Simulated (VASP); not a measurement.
Energy against volume of KF (rock salt). Computed with HSE06 screened hybrid, VASP's PBE PAW potentials (set 64) (plane waves; VASP). Settings: 520 eV cut-off, 6×6×6 Γ-centred mesh, Gaussian smearing of 0.050 eV, potentials K_sv F.

| V (Å³/atom) | E (eV/atom) |
|---|---|
| 18.117 | -4.98041 |
| 18.715 | -4.98822 |
| 19.312 | -4.99144 |
| 19.909 | -4.99084 |

Question: Fit these four points and predict the energy of the run at 20.507 Å³/atom.

Answer: A cubic in V^(−2/3), the third-order Birch-Murnaghan form, passes through the four points with V0 = 19.50 Å³/atom and B0 = 32 GPa, and gives -4.9870 eV/atom there. The run gave -4.9873 eV/atom, -0.3 meV/atom from the fit; all five points give B0 = 30 GPa.

The compound is KF in the rock salt structure. It was relaxed first. The cell's shape comes from a PBE relaxation.
